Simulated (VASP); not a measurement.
Method: RPBE GGA, VASP's PBE PAW potentials (set 64) (plane waves; VASP 6.6.1).

The input files of a VASP run:

### INCAR
```
SYSTEM = Re
PREC = Accurate; ENCUT = 520; LREAL = .FALSE.
LASPH = .TRUE.
EDIFF = 1E-7; NELM = 100; ALGO = Normal
LMAXMIX = 6
ISMEAR = 1; SIGMA = 0.1
GGA = RP
IBRION = 2; NSW = 30; ISIF = 4
EDIFFG = -0.01
LWAVE = .FALSE.; LCHARG = .FALSE.
```

### POSCAR
```
Re
1
    1.4056323496    -2.4346265276     0.0000000000
    1.4056323496     2.4346265276     0.0000000000
    0.0000000000     0.0000000000     4.5404081482
Re
2
Direct
  0.3333330000   0.6666670000   0.2500000000
  0.6666670000   0.3333330000   0.7500000000
```

KPOINTS:
```
Automatic mesh
0
Gamma
15 15 8
0 0 0
```

POTCAR, in this order: Re (PBE.64 set). Program: vasp_std.

What will the output report for the number of irreducible k-points (NKPTS), largest plane-wave count, number of space-group operations, FFT grid (NGX, NGY, NGZ)?

| Property | Value |
|---|---|
| number of irreducible k-points (NKPTS) | 135 |
| largest plane-wave count | 848 |
| number of space-group operations | 24 |
| FFT grid (NGX, NGY, NGZ) | 24 × 24 × 36 |

The compound is Re in the hcp structure. This cell is one point of a volume scan, at 1.03 of the reference volume. Symmetry was kept, so distortions that lower it aren't found.
